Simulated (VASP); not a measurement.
Input:

```yaml
crystal:
  lattice:
    - [3.58085, 0.00000, 0.00000]
    - [-1.79043, 3.11669, 0.00000]
    - [0.00000, 0.00000, 7.45535]
  atoms:
    - { symbol: Cl, position: [0.00000, 0.00000, 0.00000] }
    - { symbol: Cl, position: [0.00000, 0.00000, 0.50000] }
    - { symbol: Cl, position: [0.33333, 0.66667, 0.25000] }
    - { symbol: Cl, position: [0.66667, 0.33333, 0.75000] }
```

Computed with PBEsol GGA, VASP's PBE PAW potentials (set 64) (plane waves; VASP). Settings: 480 eV cut-off, 10×10×4 Γ-centred mesh, first-order Methfessel-Paxton smearing of 0.10 eV, potentials Cl.

Task: What does the run give for the energy per atom (σ→0), band gap (on the k-mesh) with the smallest direct gap where there is one?

Result: 
* **band gap (on the k-mesh)**: none (metal, semimetal or under 0.01 eV)
* **energy per atom (σ→0)**: -1.372 eV/atom

The absolute energy has meaning only against runs of the same code, potentials and settings.

The structure was generated: Cl was put into the dhcp type (P6_3/mmc), which need not be its known phase. This cell was strained or had an atom moved on purpose.
